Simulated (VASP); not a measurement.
Output of a VASP run:

File OSZICAR:
```
...
RMM:   3    -0.230458954636E+03   -0.17711E-03   -0.18550E-03   436   0.613E-02    0.608E-02
RMM:   4    -0.230458963777E+03   -0.91411E-05   -0.22681E-04   431   0.245E-02    0.341E-02
RMM:   5    -0.230458961382E+03    0.23954E-05   -0.54061E-05   307   0.126E-02
  18 F= -.23045896E+03 E0= -.23042708E+03  d E =-.352012E-02
       N       E                     dE             d eps       ncg     rms          rms(c)
DAV:   1    -0.230455067158E+03    0.38966E-02   -0.86848E-01   384   0.148E+00    0.559E-01
RMM:   2    -0.230459613591E+03   -0.45464E-02   -0.53768E-02   385   0.368E-01    0.147E-01
RMM:   3    -0.230460697827E+03   -0.10842E-02   -0.11467E-02   433   0.153E-01    0.152E-01
RMM:   4    -0.230460754757E+03   -0.56930E-04   -0.14095E-03   435   0.613E-02    0.850E-02
RMM:   5    -0.230460733206E+03    0.21550E-04   -0.34788E-04   403   0.318E-02    0.369E-02
RMM:   6    -0.230460740419E+03   -0.72128E-05   -0.10863E-04   394   0.173E-02    0.192E-02
RMM:   7    -0.230460740798E+03   -0.37857E-06   -0.26846E-05   244   0.833E-03
  19 F= -.23046074E+03 E0= -.23042974E+03  d E =-.177942E-02
       N       E                     dE             d eps       ncg     rms          rms(c)
DAV:   1    -0.230460664109E+03    0.76310E-04   -0.18846E-02   448   0.219E-01    0.800E-02
RMM:   2    -0.230460760545E+03   -0.96436E-04   -0.11462E-03   384   0.539E-02    0.223E-02
RMM:   3    -0.230460781941E+03   -0.21396E-04   -0.22475E-04   428   0.221E-02    0.223E-02
RMM:   4    -0.230460782790E+03   -0.84923E-06   -0.23313E-05   244   0.866E-03
  20 F= -.23046078E+03 E0= -.23042964E+03  d E =-.182141E-02
       N       E                     dE             d eps       ncg     rms          rms(c)
DAV:   1    -0.230459652042E+03    0.11299E-02   -0.33450E-01   400   0.925E-01    0.370E-01
RMM:   2    -0.230461409129E+03   -0.17571E-02   -0.21059E-02   385   0.230E-01    0.950E-02
RMM:   3    -0.230461859666E+03   -0.45054E-03   -0.46803E-03   437   0.947E-02    0.932E-02
RMM:   4    -0.230461884052E+03   -0.24386E-04   -0.54011E-04   434   0.372E-02    0.523E-02
RMM:   5    -0.230461878613E+03    0.54387E-05   -0.13754E-04   405   0.194E-02    0.228E-02
RMM:   6    -0.230461882274E+03   -0.36607E-05   -0.36456E-05   261   0.105E-02
  21 F= -.23046188E+03 E0= -.23043117E+03  d E =-.109948E-02
       N       E                     dE             d eps       ncg     rms          rms(c)
DAV:   1    -0.230461875088E+03    0.35250E-05   -0.43384E-03   448   0.105E-01    0.393E-02
RMM:   2    -0.230461895781E+03   -0.20693E-04   -0.25177E-04   384   0.256E-02    0.114E-02
RMM:   3    -0.230461899652E+03   -0.38708E-05   -0.43366E-05   282   0.103E-02    0.896E-03
RMM:   4    -0.230461899817E+03   -0.16480E-06   -0.64871E-06   221   0.405E-03
  22 F= -.23046190E+03 E0= -.23043114E+03  d E =-.111703E-02
       N       E                     dE             d eps       ncg     rms          rms(c)
DAV:   1    -0.230461275004E+03    0.62465E-03   -0.21600E-01   400   0.748E-01    0.272E-01
RMM:   2    -0.230462381719E+03   -0.11067E-02   -0.13076E-02   387   0.183E-01    0.733E-02
RMM:   3    -0.230462667726E+03   -0.28601E-03   -0.29135E-03   435   0.755E-02    0.783E-02
RMM:   4    -0.230462685487E+03   -0.17762E-04   -0.34326E-04   435   0.300E-02    0.443E-02
RMM:   5    -0.230462682543E+03    0.29443E-05   -0.84853E-05   358   0.155E-02
  23 F= -.23046268E+03 E0= -.23043221E+03  d E =-.782726E-03
```

File OUTCAR:
```
------------------------ aborting loop because EDIFF is reached ----------------------------------------
  FORCE on cell =-STRESS in cart. coord.  units (eV):
  Direction    XX          YY          ZZ          XY          YZ          ZX
  --------------------------------------------------------------------------------------
  Total       32.0049202     32.1553292     29.5997115     -4.1514495     -4.8298716      4.9369634
  in kB       22.7049086     22.8116116     20.9986071     -2.9451184     -3.4264042      3.5023772
  external PRESSURE =      22.1717091 kB  Pullay stress =       0.0000000 kB
  volume of cell :     2258.43
      direct lattice vectors                 reciprocal lattice vectors
    13.120061114  0.000000000  0.000000000     0.076219157  0.000000000  0.000000000
     0.000000000 13.120061114  0.000000000     0.000000000  0.076219157  0.000000000
     0.000000000  0.000000000 13.120061114     0.000000000  0.000000000  0.076219157
  FREE ENERGIE OF THE ION-ELECTRON SYSTEM (eV)
  ---------------------------------------------------
  free  energy   TOTEN  =      -230.4626825428 eV

  energy  without entropy=     -230.4017465043  energy(sigma->0) =     -230.43221452

 reached required accuracy - stopping structural energy minimisation
```
(Selected blocks of OUTCAR.)

POSCAR:
```
Pb32SbTe31
1
   13.1200611136     0.0000000000     0.0000000000
    0.0000000000    13.1200611136    -0.0000000000
   -0.0000000000    -0.0000000000    13.1200611136
Te Pb Sb
31 32 1
Direct
  0.7442195786   0.2564040635   0.2462279691
  0.9736895836   0.5019362074   0.2496254781
  0.9845950192   0.2602012938   0.4951130216
  0.2410210112   0.2602055047   0.2469971560
  0.7386494486   0.7588673058   0.2467241068
  0.9750699009   0.0187708196   0.2495163818
  0.4905366558   0.2575196855   0.4964305131
  0.7417345231   0.5079764971   0.4968236494
  0.9853777829   0.7586065344   0.4944406833
  0.7392957890   0.2592214485   0.7444035614
  0.9746384053   0.5010307544   0.7417743063
  0.9849521670   0.2606313074   0.9963210763
  0.2415214826   0.7572639203   0.2473071324
  0.4981211886   0.0182265000   0.2492959407
  0.2405940931   0.5067634303   0.4938752233
  0.4912179840   0.7578447028   0.4947602802
  0.7379480255   0.0127074084   0.4954678835
  0.2397483069   0.2620540377   0.7449274245
  0.4987467829   0.5011156058   0.7415519727
  0.7360269067   0.7591540035   0.7449371719
  0.9736139409   0.0193374114   0.7422758398
  0.4908442099   0.2593103480   0.9960629316
  0.7403492548   0.5078329440   0.9949105151
  0.9856935594   0.7582694699   0.9970800903
  0.2395988114   0.0117700535   0.4937195996
  0.2394686976   0.7579678248   0.7450134358
  0.4978945929   0.0203845664   0.7414637783
  0.2408998228   0.5066125179   0.9975649520
  0.4908820358   0.7575230868   0.9965321564
  0.7369807269   0.0123473501   0.9958596436
  0.2396491873   0.0116563244   0.9976074810
  0.5107771825   0.9891353453   0.0149960526
  0.7580023325   0.2433120881   0.0054175487
  0.7461960111   0.9895774023   0.2549199947
  0.0125717668   0.9892488169   0.0179694450
  0.2641981936   0.2444178492   0.0056907505
  0.5129050182   0.4893764426   0.0194954406
  0.7576590487   0.7379481636   0.0063954428
  0.2717160670   0.9887135478   0.2538936996
  0.5149763084   0.2588893967   0.2559738960
  0.7422028952   0.4869468353   0.2565410386
  0.5111801452   0.9896083580   0.4888738271
  0.7580737779   0.2437118694   0.5015553990
  0.7474226570   0.9895064559   0.7550724583
  0.0115659300   0.4903162120   0.0155302969
  0.2631276032   0.7387567683   0.0060034148
  0.0115163033   0.2572857431   0.2545220395
  0.2795618150   0.4888771588   0.2554001688
  0.5118199436   0.7259263101   0.2553811436
  0.0116750450   0.9897158015   0.4876214416
  0.2641784365   0.2446164714   0.5010399548
  0.5132239269   0.4881222296   0.4881046218
  0.7576723415   0.7382612425   0.5009463665
  0.2744678542   0.9886539346   0.7549381988
  0.5121447790   0.2546346363   0.7559442725
  0.7468283924   0.4895769541   0.7551839284
  0.0129577638   0.7319910055   0.2540118181
  0.0109172963   0.4903257924   0.4890357251
  0.2637883534   0.7387092679   0.5010709198
  0.0117521628   0.2569358555   0.7547747909
  0.2733733380   0.4914437732   0.7565358402
  0.5101056201   0.7297413815   0.7561905986
  0.0131840058   0.7280976824   0.7549633004
  0.5026152098   0.4994782800   0.2508708094
```

Task: Write an INCAR and KPOINTS that could have produced this output.

Result: Several could match; the one computed here: the input of the run itself, PBE GGA, plane waves, VASP's PBE PAW potentials (set 64).

**KPOINTS**
```
Automatic
0
gamma
 1 1 1
0 0 0
```

**INCAR**
```
# general
SYSTEM =Pb32SbTe31
PREC   =Normal
ENCUT  =400   # plane-wave cut-off (eV)
LREAL  =Auto
LASPH  =T   # aspherical one-centre terms
ISYM   =0
NELECT =318.0

# electronic loop
EDIFF  =1E-5   # SCF stop (eV)
NELM   =100   # most electronic steps
NELMIN =4
ALGO   =Fast
LMAXMIX=4   # l cut-off of mixed one-centre charges

# smearing
ISMEAR =0
SIGMA  =0.05

# functional
GGA    =PE   # PBE

# ions
IBRION =2
NSW    =120   # most ionic steps
ISIF   =2
EDIFFG =-0.03

# output
LWAVE  =F
LCHARG =F
```

POTCAR, in this order: Te Pb Sb (PBE.64 set). Program: vasp_gam.

The cell is charged, with a uniform compensating background. The supercell is sampled at Γ alone, which is coarse: total energies, pressure and levels can be off, energies of defects by several tenths of an eV.

The cell is a supercell with a defect, built from PbTe (rock salt): Sb_Te, charge +1. The run is not spin-polarised, so no state with unpaired spins was tried.
